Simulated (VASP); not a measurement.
All values below come from revTPSS meta-GGA, VASP's PBE PAW potentials (set 64) (plane waves; VASP 6.6.1).

The input files of a VASP run:

**INCAR**
```
# general
SYSTEM =C
PREC   =Accurate
ENCUT  =520   # plane-wave cut-off (eV)
LREAL  =.False.   # projection in real space or not
LASPH  =.True.   # aspherical one-centre terms

# electronic loop
EDIFF  =1E-7   # SCF stop (eV)
NELM   =100
ALGO   =Normal
LMIXTAU=.True.

# smearing
ISMEAR =0
SIGMA  =0.05   # width (eV)

# functional
METAGGA=RTPSS

# ions
IBRION =2
NSW    =30
ISIF   =4   # ions and shape, fixed volume
EDIFFG =-0.01   # ionic stop

# output
LWAVE  =.False.
LCHARG =.False.
```

KPOINTS:
```
Automatic mesh
0
Gamma
10 10 3
0 0 0
```

### POSCAR
```
C
1.0
  1.2442160153  -2.1550448536   0.0000000000
  1.2442160153   2.1550448536   0.0000000000
  0.0000000000   0.0000000000   7.8524919806
C
4
Cartesian
  0.0000000000   0.0000000000   1.9631229951
  0.0000000000   0.0000000000   5.8893689854
  1.2442160153   0.7183497212   1.9631229951
  1.2442160153  -0.7183497212   5.8893689854
```

POTCAR, in this order: C (PBE.64 set). Program: vasp_std.

Without a dispersion term in the relaxation, distances and binding between the weakly bound layers, chains or molecules are unreliable, and so is what depends on them.

Problem. What does the run give for the energy per atom (σ→0)?

Solution. 
| Property | Value |
|---|---|
| energy per atom (σ→0) | -10.356 eV/atom |

### OSZICAR
```
...
DAV:   4    -0.414218883598E+02    0.44730E-05   -0.91415E-05   736   0.109E-01    0.670E-03
DAV:   5    -0.414219689974E+02   -0.80638E-04   -0.55921E-05   700   0.909E-02    0.335E-03
DAV:   6    -0.414220063304E+02   -0.37333E-04   -0.88016E-06   736   0.361E-02    0.731E-04
DAV:   7    -0.414220065610E+02   -0.23057E-06   -0.75739E-07   804   0.914E-03    0.914E-04
DAV:   8    -0.414220068513E+02   -0.29032E-06   -0.47853E-07   704   0.746E-03    0.206E-04
DAV:   9    -0.414220070790E+02   -0.22772E-06   -0.26688E-08   524   0.200E-03    0.802E-05
DAV:  10    -0.414220070773E+02    0.16778E-08   -0.44381E-09   400   0.671E-04
   3 F= -.41422007E+02 E0= -.41422007E+02  d E =-.279820E-01
```

The compound is C in the graphite structure. This cell is one point of a volume scan, at 1.03 of the reference volume. Symmetry was kept, so distortions that lower it aren't found.
